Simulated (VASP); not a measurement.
Data:

```yaml
crystal:
  lattice:
    - [1.52240, 0.87896, 6.31100]
    - [-1.52240, 0.87896, 6.31100]
    - [0.00000, -1.75792, 6.31100]
  atoms:
    - { symbol: Re, position: [0.00000, 0.00000, 0.00000] }
    - { symbol: S, position: [0.24656, 0.24656, 0.24656] }
    - { symbol: S, position: [0.75344, 0.75344, 0.75344] }
```

All values below come from PBEsol GGA, VASP's PBE PAW potentials (set 64) (plane waves; VASP). Numerical set-up: 400 eV cut-off, Gaussian smearing of 0.050 eV, potentials Re S.

Task: Give the energies of bands 3 to 12 at the high-symmetry points, in eV from the Fermi level.

Result: 
```json
[
 {"band": "3", "Γ": "-8.43", "T": "-7.48", "H2": "-7.02", "L": "-8.29", "S0": "-6.95", "F": "-8.44"},
 {"band": "4", "Γ": "-4.29", "T": "-4.88", "H2": "-6.65", "L": "-6.31", "S0": "-6.53", "F": "-6.33"},
 {"band": "5", "Γ": "-4.29", "T": "-4.28", "H2": "-6.22", "L": "-6.18", "S0": "-6.48", "F": "-5.62"},
 {"band": "6", "Γ": "-2.84", "T": "-4.28", "H2": "-5.30", "L": "-4.59", "S0": "-5.09", "F": "-4.53"},
 {"band": "7", "Γ": "-2.56", "T": "-1.57", "H2": "-4.46", "L": "-3.36", "S0": "-4.67", "F": "-3.48"},
 {"band": "8", "Γ": "-1.58", "T": "-1.57", "H2": "-4.11", "L": "-3.21", "S0": "-4.14", "F": "-3.42"},
 {"band": "9", "Γ": "-1.58", "T": "-1.49", "H2": "-0.71", "L": "-1.56", "S0": "-0.66", "F": "-1.78"},
 {"band": "10", "Γ": "0.10", "T": "-0.01", "H2": "-0.10", "L": "1.01", "S0": "0.00", "F": "1.01"},
 {"band": "11", "Γ": "0.10", "T": "-0.01", "H2": "0.70", "L": "1.53", "S0": "0.52", "F": "1.21"},
 {"band": "12", "Γ": "2.98", "T": "3.10", "H2": "2.86", "L": "2.86", "S0": "2.87", "F": "3.31"}
]
```

It has no gap at this level: it comes out as a metal or semimetal.

The structure was generated: ReS2 was put into the CdCl2 type (R-3m), which need not be its known phase. It was relaxed first, which changed the volume by -23 %. The electron count is odd and the run is not spin-polarised, which forces a metal.
